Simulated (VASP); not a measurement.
Input:

```xyz
3
Lattice="0.0000 3.1831 3.1831 3.1831 0.0000 3.1831 3.1831 3.1831 0.0000" Properties=species:S:1:pos:R:3 pbc="T T T"
Mg     1.5916     1.5916     1.5916
Mg     4.7747     4.7747     4.7747
Ge     0.0000     0.0000     0.0000
```

Method: AM05 GGA, VASP's PBE PAW potentials (set 64) (plane waves; VASP). Settings: 520 eV cut-off, 7×7×7 Γ-centred mesh, tetrahedra with Blöchl corrections, potentials Mg Ge_d.

Problem. What does the run give for the energy per atom (σ→0)?

Solution. 
```json
{
  "energy per atom (σ→0)": "-2.892 eV/atom"
}
```

The compound is Mg2Ge in the antifluorite structure. It was relaxed first.
